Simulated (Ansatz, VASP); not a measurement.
**Ru3N2 in VASP and in Ansatz**

```
Ru N
1.0
     3.37565    0.00000    0.00000
    -1.68783    2.92340    0.00000
     0.00000    0.00000    5.25197
Ru N
3 2
Cartesian
  0.0000 0.0000 0.0000
  0.0000 1.9489 3.3875
  1.6878 0.9745 1.8644
  0.0000 1.9489 1.2867
  1.6878 0.9745 3.9652
```

Alike in both runs: task relaxation of cell and atoms; functional PBE; k mesh 6 × 6 × 4; occupations gaussian, width 0.1 eV; no spin polarisation.

|  | VASP | Ansatz |
| --- | --- | --- |
| version | VASP 6.6.1 | Ansatz 0.2.0 |
| potentials or method | VASP PAW PBE potentials, release 64 (Ru_pv, N) | scalar-relativistic, plane waves, PAW |
| plane-wave cutoff (eV) | 600 | 420 |
| valence electrons in the cell | 52 | 58 |

|  | VASP | Ansatz | Ansatz less VASP |
| --- | --- | --- | --- |
| gap on the k mesh at the Fermi level, each at its own relaxed structure (eV) | none | none | - |
| relaxed volume (Å³/atom) | 11.15 | 11.16 | +0.010 |
| relaxed cell length with the largest relative difference (Å) | 6.407 | 6.429 | +0.0226 |
| energy change over the relaxation (meV/atom) | -314 | -316 | -1.6 |

A gap of «none» marks a metal or a gap that the smearing closes. The two sets of potentials don't hold the same shells in valence.
